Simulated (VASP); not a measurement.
Output of a VASP run:

### OSZICAR
```
...
RMM:   3    -0.242089457019E+03   -0.13658E-02   -0.14415E-02   779   0.209E-01    0.200E-01
RMM:   4    -0.242089564656E+03   -0.10764E-03   -0.25026E-03   806   0.103E-01    0.169E-01
RMM:   5    -0.242089457717E+03    0.10694E-03   -0.82256E-04   772   0.569E-02    0.357E-02
RMM:   6    -0.242089489594E+03   -0.31877E-04   -0.21981E-04   775   0.270E-02    0.417E-02
RMM:   7    -0.242089467565E+03    0.22029E-04   -0.56398E-05   660   0.151E-02    0.189E-02
RMM:   8    -0.242089480587E+03   -0.13022E-04   -0.17325E-04   783   0.151E-02    0.251E-02
RMM:   9    -0.242089466394E+03    0.14193E-04   -0.40786E-05   558   0.989E-03    0.715E-03
RMM:  10    -0.242089466755E+03   -0.36119E-06   -0.56784E-06   451   0.420E-03
  17 F= -.24208947E+03 E0= -.24208947E+03  d E =-.458520E-02
       N       E                     dE             d eps       ncg     rms          rms(c)
DAV:   1    -0.242088992556E+03    0.47384E-03   -0.44707E-01   824   0.112E+00    0.217E-01
RMM:   2    -0.242089577554E+03   -0.58500E-03   -0.69691E-03   772   0.145E-01    0.495E-02
RMM:   3    -0.242089706946E+03   -0.12939E-03   -0.13603E-03   778   0.644E-02    0.610E-02
RMM:   4    -0.242089716290E+03   -0.93441E-05   -0.23633E-04   797   0.320E-02    0.504E-02
RMM:   5    -0.242089707167E+03    0.91228E-05   -0.63439E-05   638   0.170E-02
  18 F= -.24208971E+03 E0= -.24208971E+03  d E =-.482561E-02
       N       E                     dE             d eps       ncg     rms          rms(c)
DAV:   1    -0.242087625799E+03    0.20905E-02   -0.39206E+00   774   0.334E+00    0.556E-01
RMM:   2    -0.242091593747E+03   -0.39679E-02   -0.45861E-02   772   0.384E-01    0.134E-01
RMM:   3    -0.242092476333E+03   -0.88259E-03   -0.90062E-03   781   0.168E-01    0.154E-01
RMM:   4    -0.242092527923E+03   -0.51590E-04   -0.14838E-03   797   0.826E-02    0.125E-01
RMM:   5    -0.242092473638E+03    0.54284E-04   -0.46439E-04   772   0.455E-02    0.292E-02
RMM:   6    -0.242092498303E+03   -0.24665E-04   -0.14410E-04   764   0.213E-02    0.331E-02
RMM:   7    -0.242092481705E+03    0.16599E-04   -0.47316E-05   593   0.124E-02    0.110E-02
RMM:   8    -0.242092485594E+03   -0.38898E-05   -0.56614E-05   593   0.103E-02
  19 F= -.24209249E+03 E0= -.24209249E+03  d E =-.277843E-02
       N       E                     dE             d eps       ncg     rms          rms(c)
DAV:   1    -0.242092493784E+03   -0.12079E-04   -0.69840E-02   848   0.445E-01    0.705E-02
RMM:   2    -0.242092561247E+03   -0.67463E-04   -0.75902E-04   772   0.497E-02    0.185E-02
RMM:   3    -0.242092575877E+03   -0.14630E-04   -0.14822E-04   745   0.216E-02    0.206E-02
RMM:   4    -0.242092576547E+03   -0.66994E-06   -0.24155E-05   503   0.107E-02
  20 F= -.24209258E+03 E0= -.24209258E+03  d E =-.286938E-02
       N       E                     dE             d eps       ncg     rms          rms(c)
DAV:   1    -0.242091634094E+03    0.94178E-03   -0.16119E+00   776   0.215E+00    0.394E-01
RMM:   2    -0.242093464965E+03   -0.18309E-02   -0.20592E-02   772   0.261E-01    0.101E-01
RMM:   3    -0.242093833064E+03   -0.36810E-03   -0.38969E-03   779   0.114E-01    0.103E-01
RMM:   4    -0.242093859066E+03   -0.26002E-04   -0.69964E-04   796   0.581E-02    0.820E-02
RMM:   5    -0.242093836354E+03    0.22712E-04   -0.20384E-04   772   0.317E-02    0.193E-02
RMM:   6    -0.242093844665E+03   -0.83105E-05   -0.57766E-05   633   0.143E-02
  21 F= -.24209384E+03 E0= -.24209384E+03  d E =-.126812E-02
```

File OUTCAR:
```
------------------------ aborting loop because EDIFF is reached ----------------------------------------
  FORCE on cell =-STRESS in cart. coord.  units (eV):
  Direction    XX          YY          ZZ          XY          YZ          ZX
  --------------------------------------------------------------------------------------
  Total       12.6588716     11.9356076     -2.9402940     -0.6586120      0.7701236     -1.2222894
  in kB       13.9427771     13.1461573     -3.2385085     -0.7254106      0.8482321     -1.3462581
  external PRESSURE =       7.9501420 kB  Pullay stress =       0.0000000 kB
  volume of cell :     1454.64
      direct lattice vectors                 reciprocal lattice vectors
    11.541579109  0.000000000  0.000000000     0.086643257  0.050023515  0.000000000
    -5.770789554  9.995299216  0.000000000     0.000000000  0.100047030  0.000000000
     0.000000000  0.000000000 12.609424342     0.000000000  0.000000000  0.079305762
  FREE ENERGIE OF THE ION-ELECTRON SYSTEM (eV)
  ---------------------------------------------------
  free  energy   TOTEN  =      -242.0938446649 eV

  energy  without entropy=     -242.0938446649  energy(sigma->0) =     -242.09384466

 reached required accuracy - stopping structural energy minimisation
```
(Selected blocks of OUTCAR.)

### POSCAR
```
Zn35S37
1
   11.5415791086     0.0000000000     0.0000000000
   -5.7707895543     9.9952992156     0.0000000000
    0.0000000000     0.0000000000    12.6094243424
Zn S
35 37
Direct
  0.1111110000   0.2222220000   0.0000700000
  0.2222220000   0.1111110000   0.2500700000
  0.1111110000   0.2222220000   0.5000700000
  0.2222220000   0.1111110000   0.7500700000
  0.1111110000   0.5555560000   0.0000700000
  0.2222220000   0.4444440000   0.2500700000
  0.1111110000   0.5555560000   0.5000700000
  0.2222220000   0.4444440000   0.7500700000
  0.1111110000   0.8888890000   0.0000700000
  0.2222220000   0.7777780000   0.2500700000
  0.1111110000   0.8888890000   0.5000700000
  0.2222220000   0.7777780000   0.7500700000
  0.4444440000   0.2222220000   0.0000700000
  0.5555560000   0.1111110000   0.2500700000
  0.4444440000   0.2222220000   0.5000700000
  0.5555560000   0.1111110000   0.7500700000
  0.4444440000   0.5555560000   0.0000700000
  0.5555560000   0.4444440000   0.2500700000
  0.5555560000   0.4444440000   0.7500700000
  0.4444440000   0.8888890000   0.0000700000
  0.5555560000   0.7777780000   0.2500700000
  0.4444440000   0.8888890000   0.5000700000
  0.5555560000   0.7777780000   0.7500700000
  0.7777780000   0.2222220000   0.0000700000
  0.8888890000   0.1111110000   0.2500700000
  0.7777780000   0.2222220000   0.5000700000
  0.8888890000   0.1111110000   0.7500700000
  0.7777780000   0.5555560000   0.0000700000
  0.8888890000   0.4444440000   0.2500700000
  0.7777780000   0.5555560000   0.5000700000
  0.8888890000   0.4444440000   0.7500700000
  0.7777780000   0.8888890000   0.0000700000
  0.8888890000   0.7777780000   0.2500700000
  0.7777780000   0.8888890000   0.5000700000
  0.8888890000   0.7777780000   0.7500700000
  0.1111110000   0.2222220000   0.1874300000
  0.2222220000   0.1111110000   0.4374300000
  0.1111110000   0.2222220000   0.6874300000
  0.2222220000   0.1111110000   0.9374300000
  0.1111110000   0.5555560000   0.1874300000
  0.2240030000   0.4415160000   0.4344630000
  0.1111110000   0.5555560000   0.6874300000
  0.2222220000   0.4444440000   0.9374300000
  0.1111110000   0.8888890000   0.1874300000
  0.2222220000   0.7777780000   0.4374300000
  0.1111110000   0.8888890000   0.6874300000
  0.2222220000   0.7777780000   0.9374300000
  0.4444440000   0.2222220000   0.1874300000
  0.5555560000   0.1111110000   0.4374300000
  0.4444440000   0.2222220000   0.6874300000
  0.5555560000   0.1111110000   0.9374300000
  0.4444440000   0.5555560000   0.1874300000
  0.5564290000   0.4465450000   0.4374780000
  0.4423320000   0.5598210000   0.5039880000
  0.4460960000   0.5575130000   0.6902260000
  0.5555560000   0.4444440000   0.9374300000
  0.4444440000   0.8888890000   0.1874300000
  0.5598930000   0.7824460000   0.4410130000
  0.4444440000   0.8888890000   0.6874300000
  0.5555560000   0.7777780000   0.9374300000
  0.7777780000   0.2222220000   0.1874300000
  0.8888890000   0.1111110000   0.4374300000
  0.7777780000   0.2222220000   0.6874300000
  0.8888890000   0.1111110000   0.9374300000
  0.7777780000   0.5555560000   0.1874300000
  0.8888890000   0.4444440000   0.4374300000
  0.7777780000   0.5555560000   0.6874300000
  0.8888890000   0.4444440000   0.9374300000
  0.7777780000   0.8888890000   0.1874300000
  0.8888890000   0.7777780000   0.4374300000
  0.7777780000   0.8888890000   0.6874300000
  0.8888890000   0.7777780000   0.9374300000
```

Task: Write an INCAR and KPOINTS that could have produced this output.

Result: This is not unique; one that fits is the input of the run itself, PBE GGA, plane waves, VASP's PBE PAW potentials (set 64).

### INCAR
```
SYSTEM=Zn35S37
PREC=Normal; ENCUT=400; LREAL=Auto
LASPH=.TRUE.; ISYM=0
EDIFF=1E-5; NELM=100; NELMIN=4
ALGO=Fast; LMAXMIX=4
ISMEAR=0; SIGMA=0.05
GGA=PE
IBRION=2; NSW=60; ISIF=2
EDIFFG=-0.03
LWAVE=.FALSE.; LCHARG=.FALSE.
```

### KPOINTS
```
K-points
0
gamma
1 1 1
```

POTCAR, in this order: Zn S (PBE.64 set). Program: vasp_gam.

The supercell is sampled at Γ alone, which is coarse: total energies, pressure and levels can be off, energies of defects by several tenths of an eV.

The cell is a supercell with a defect, built from a database entry that may be metastable or hypothetical: S_Zn. The run is not spin-polarised, so no state with unpaired spins was tried.
